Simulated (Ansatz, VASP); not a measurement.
## One calculation of AlGa3P4, two programs

```
Al Ga P
1.0
     3.91295    0.00000    0.00000
     0.00000    3.91295    0.00000
     0.00000    0.00000   10.92078
Al Ga P
1 3 4
Direct
  0.50000 0.50000 0.50000
  0.00000 0.00000 0.74999
  0.50000 0.50000 0.00000
  0.00000 0.00000 0.25001
  0.50000 0.00000 0.87505
  0.00000 0.50000 0.12495
  0.50000 0.00000 0.37571
  0.00000 0.50000 0.62429
```

Alike in both runs: functional PBE; k mesh 4 × 4 × 2; occupations gaussian, width 0.1 eV; no spin polarisation.

Ansatz relaxed the structure, and its values are those at the end. VASP's run is a single point on that final structure, the one shown.

|  | VASP | Ansatz |
| --- | --- | --- |
| version | VASP 6.6.1 | Ansatz 0.2.0 |
| potentials or method | VASP PAW PBE potentials, release 64 (Al, Ga_d, P) | scalar-relativistic, plane waves, PAW |
| plane-wave cutoff (eV) | 520 | 420 |
| valence electrons in the cell | 62 | 62 |

|  | VASP | Ansatz | Ansatz less VASP |
| --- | --- | --- | --- |
| gap on the k mesh at the Fermi level (eV) | 1.57 | 1.57 | +0.002 |
| least direct gap on the mesh (eV) | 1.62 | 1.62 | +0.002 |
| pressure (GPa) | 0.0 | 0.0 | +0.03 |

A k mesh can miss the band edges. As with any semilocal functional, this PBE gap is likely too small.
